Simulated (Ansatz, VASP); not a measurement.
# BTe in VASP and in Ansatz

Contents of INCAR:

```
ALGO = Normal ; EDIFF = 1E-6
EDIFFG = -0.001 ; ENCUT = 600
GGA = PE ; IBRION = 2
ISIF = 3 ; ISMEAR = -1
LASPH = True ; LCHARG = False
LREAL = False ; LWAVE = False
NELM = 100 ; NSW = 80
PREC = Accurate ; SIGMA = 0.15
```

Contents of KPOINTS:

```
k-points
0
Gamma
  15 15 8
```

POSCAR

```
BTe
1.0
    3.5355373580      0.0000000000      0.0000000000
   -1.7677686790      3.0618651681      0.0000000000
    0.0000000000      0.0000000000      6.2442791448
B Te
2 2
Direct
    0.0000000000      0.0000000000      0.0000000000
    0.0000000000      0.0000000000      0.5000000000
    0.3333333333      0.6666666667      0.2500000000
    0.6666666667      0.3333333333      0.7500000000
```

Input for Ansatz:

```yaml
crystal:
  lattice:
    - [3.5355373583, 0.0, 0.0]
    - [-1.7677686792, 3.0618651683, 0.0]
    - [0.0, 0.0, 6.2442791449]
  atoms:
    - { symbol: B, position: [0.0, 0.0, 0.0] }
    - { symbol: B, position: [0.0, 0.0, 0.5] }
    - { symbol: Te, position: [0.3333333333, 0.6666666667, 0.25] }
    - { symbol: Te, position: [0.6666666667, 0.3333333333, 0.75] }
basis:
  ecutwfc: 420
kpoints:
  mp_grid: { grid: [15, 15, 8] }
hamiltonian:
  xc: pbe
scf:
  occupations: { method: fermi_dirac, width: 0.15 }
output:
  forces: true
  stress: true
  eigenvalues: true
relax:
  adjacent_minimum: "off"
  f_tol: 0.001
  max_steps: 60
  cell: { stress_tol: 0.01 }
```

Alike in both runs: task relaxation of cell and atoms; functional PBE; k mesh 15 × 15 × 8; occupations fermi-dirac, width 0.15 eV; no spin polarisation.

```csv
,VASP,Ansatz
version,VASP 6.6.1,Ansatz 0.2.0
potentials or method,"VASP PAW PBE potentials, release 64 (B, Te)","scalar-relativistic, plane waves, PAW"
plane-wave cutoff (eV),600,420
valence electrons in the cell,18,38
```

|  | VASP | Ansatz | Ansatz less VASP |
| --- | --- | --- | --- |
| gap on the k mesh at the Fermi level, each at its own relaxed structure (eV) | none | none | - |
| relaxed volume (Å³/atom) | 16.89 | 16.90 | +0.011 |
| relaxed cell length with the largest relative difference (Å) | 3.534 | 3.535 | +0.0010 |

A gap of «none» marks a metal or a gap that the smearing closes. The two sets of potentials don't hold the same shells in valence.

The runs have no spin-orbit coupling, so splittings on Te are missing.
